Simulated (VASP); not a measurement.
Given:

```yaml
crystal:
  lattice:
    - [4.23657, 0.00000, 0.00000]
    - [0.00000, 4.23657, 0.00000]
    - [0.00000, 0.00000, 4.23657]
  atoms:
    - { symbol: Ba, position: [0.00000, 0.00000, 0.00000] }
    - { symbol: Zr, position: [0.50000, 0.50000, 0.50000] }
    - { symbol: O, position: [0.50000, 0.00000, 0.50000] }
    - { symbol: O, position: [0.00000, 0.50000, 0.50000] }
    - { symbol: O, position: [0.50000, 0.50000, 0.00000] }
```

The numbers are results of PBE GGA with spin-orbit coupling, VASP's PBE PAW potentials (set 64) (plane waves; VASP), not measurements. Settings: 520 eV cut-off, 5×5×5 Γ-centred mesh, Gaussian smearing of 0.050 eV, potentials Ba_sv Zr_sv O.

Task: Give the energies of bands 33 to 46 at the high-symmetry points, in eV from the valence-band maximum.

Result: 
```csv
band,Γ,X,M,R
33,-0.93,-1.64,-0.97,-2.41
34,-0.93,-1.64,-0.97,-2.41
35,-0.34,-1.60,-0.89,-0.02
36,-0.34,-1.60,-0.89,-0.02
37,-0.22,-0.55,-0.86,0.00
38,-0.22,-0.55,-0.86,0.00
39,-0.22,-0.46,-0.08,0.00
40,-0.22,-0.46,-0.08,0.00
41,3.08,3.52,5.44,5.83
42,3.08,3.52,5.44,5.83
43,3.08,5.46,5.49,5.83
44,3.08,5.46,5.49,5.83
45,3.16,5.53,6.26,5.88
46,3.16,5.53,6.26,5.88
```

The gap is indirect, 3.08 eV, from the valence maximum at R to the conduction minimum at Γ.

The compound is BaZrO3 in the cubic perovskite structure. It was relaxed first.
